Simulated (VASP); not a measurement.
PtSe2, 3 atoms in the cell. The structure is trigonal, space group P-3m1 (No. 164). Conventional cell: a = 3.769 Å, b = 3.769 Å, c = 4.824 Å, α = 90.00°, β = 90.00°, γ = 120.00°. Pt (site symmetry -3m) has 6 Se at 2.53 Å as nearest neighbours. Se (site symmetry 3m) has 3 Pt at 2.53 Å as nearest neighbours. 

- Program: VASP 6.6.1
- Task: band structure
- Functional: PBE
- Dispersion: D3(BJ)
- Potentials or basis: VASP PAW PBE potentials, release 64 (Pt, Se)
- Cutoff: 520 eV
- k mesh: 9 × 9 × 6
- Occupations: gaussian, width 0.02 eV
- Spin: no spin polarisation
- Further INCAR settings: ALGO = Normal; EDIFF = 1e-07; NBANDS = 18; AMIX = 0.2

Potentials or basis: VASP PAW PBE potentials, release 64 (Pt, Se).

The run is started by

```bash
$ cat potpaw_PBE.64/Pt/POTCAR potpaw_PBE.64/Se/POTCAR > POTCAR
$ mpirun -np 1 vasp_std > vasp.out
```

Hardware: 1 thread of AMD EPYC 9R45 96-Core Processor (Zen 5) (shared host).

Estimate the wall time of this run.

It took 48 s on 1 thread of AMD EPYC 9R45 96-Core Processor (Zen 5), with other jobs on the host, peak memory 0.23 GiB. Counts: scf iterations 34, k points 62.
